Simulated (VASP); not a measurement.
Here is the system:

```
CELL_PARAMETERS angstrom
      0.00000     3.22399     3.22399
      3.22399     0.00000     3.22399
      3.22399     3.22399     0.00000
ATOMIC_POSITIONS crystal
  Hg 0.00000 0.00000 0.00000
  Te 0.25000 0.25000 0.25000
```

Calculation: LDA (Ceperley-Alder, Perdew-Zunger), VASP's LDA PAW potentials (set 64) (plane waves; VASP 6.6.1). Numerical set-up: 530 eV cut-off, 9×9×9 Γ-centred mesh, first-order Methfessel-Paxton smearing of 0.10 eV, potentials Hg Te.

Finite-difference elastic constants of metals are sensitive to mesh and smearing; shear constants can be off by tens of GPa.

Give the elastic stiffness tensor with the ions relaxed (GPa, in the frame of the cell).

|  | xx | yy | zz | yz | xz | xy |
|---|---|---|---|---|---|---|
| xx | 58.2 | 41.6 | 41.6 | 0.0 | 0.0 | 0.0 |
| yy | 41.6 | 58.2 | 41.6 | 0.0 | 0.0 | 0.0 |
| zz | 41.6 | 41.6 | 58.2 | 0.0 | 0.0 | 0.0 |
| yz | 0.0 | 0.0 | 0.0 | 22.2 | 0.0 | 0.0 |
| xz | 0.0 | 0.0 | 0.0 | 0.0 | 22.2 | 0.0 |
| xy | 0.0 | 0.0 | 0.0 | 0.0 | 0.0 | 22.2 |

Estimate the Hill bulk modulus, Hill shear modulus, Young's modulus, Poisson's ratio.

The Hill bulk modulus is 47.2 GPa and the Hill shear modulus is 150 kbar. The Young's modulus is 406 kbar and the Poisson's ratio is 0.357.

The structure comes from a computed database's HgTe entry (F-43m); how it stands against other phases isn't given here. It was relaxed first, which changed the volume by -6 %.
